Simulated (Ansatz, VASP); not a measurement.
Given: the input of a run of VASP 6.6.1 on Y3Ge. The cell comes from a database or a generator and needn't be the stable form of this composition.

Contents of INCAR:

```
SYSTEM = Y3Ge
PREC = Accurate
ENCUT = 600
EDIFF = 1E-7
ISMEAR = -1
SIGMA = 0.05
LREAL = .FALSE.
LASPH = .TRUE.
NELM = 60
ALGO = Normal
ISIF = 3
LWAVE = .FALSE.
LCHARG = .FALSE.
GGA = RP
IBRION = 2
NSW = 40
EDIFFG = -0.01
```

The input KPOINTS:

```
Automatic mesh
0
G
  6 6 6
  0 0 0
```

POSCAR

```
Y3Ge
1.0
   -2.2653940000      2.2653940000      5.1970200000
    2.2653940000     -2.2653940000      5.1970200000
    2.2653940000      2.2653940000     -5.1970200000
Y Ge
3 1
Direct
    0.5000000000      0.5000000000      0.0000000000
    0.2500000000      0.7500000000      0.5000000000
    0.7500000000      0.2500000000      0.5000000000
    0.0000000000      0.0000000000      0.0000000000
```

Potentials or basis: VASP PAW PBE potentials, release 64 (Y_sv, Ge_d).

Run with:

```sh
$ cat potpaw_PBE.64/Y_sv/POTCAR potpaw_PBE.64/Ge_d/POTCAR > POTCAR
$ mpirun -np 1 vasp_std > vasp.out
```

Problem. Set up the same calculation for Ansatz 0.2.0. Potentials or basis there: Ansatz PAW, cutoff 420 eV.

Solution. As run (cutoffs and basis follow the program's own potentials, and thresholds, step limits or extra output files can differ):

input.yaml

```yaml
crystal:
  lattice:
    - [-2.265394, 2.265394, 5.19702]
    - [2.265394, -2.265394, 5.19702]
    - [2.265394, 2.265394, -5.19702]
  atoms:
    - { symbol: "Y", position: [0.5, 0.5, 0.0] }
    - { symbol: "Y", position: [0.25, 0.75, 0.5] }
    - { symbol: "Y", position: [0.75, 0.25, 0.5] }
    - { symbol: Ge, position: [0.0, 0.0, 0.0] }
hamiltonian:
  xc: rpbe
  pseudopotentials: { kind: paw }
kpoints:
  mp_grid: { grid: [6, 6, 6] }
scf:
  occupations: { method: fermi_dirac, width: 0.05 }
output:
  forces: true
  stress: true
  eigenvalues: true
relax:
  f_tol: 0.01
  max_steps: 40
  cell: { stress_tol: 0.05 }
```

Potentials or basis: Ansatz PAW.

Launch:

```sh
$ ansatz run input.yaml --threads 2 --pin off --max-ram 5632MiB --backend cpu --events-out ev --progress --plain --runs-dir out
```

Both were run:

|  | VASP | Ansatz |
| --- | --- | --- |
| Relaxed volume | 27.48 Å³/atom | 27.53 Å³/atom |
| Relaxed cell | a = 6.172 Å, b = 6.172 Å, c = 6.172 Å, α = 136.51°, β = 136.51°, γ = 63.19° | a = 6.174 Å, b = 6.174 Å, c = 6.174 Å, α = 136.49°, β = 136.49°, γ = 63.22° |
| Space group after relaxing | I4/mmm (No. 139) | I4/mmm (No. 139) |
| Pressure after relaxing | 0.0 GPa | 0.0 GPa |

Ansatz's pressure holds a Pulay term of +0.01 GPa for its cutoff of 420 eV, which the other run lacks.

VASP's potentials were made for PBE. Ansatz's potentials were made for PBE.

Where Ansatz's input types no cutoff or centring, it takes its own default and a Γ-centred mesh.

Pressure is positive in compression.
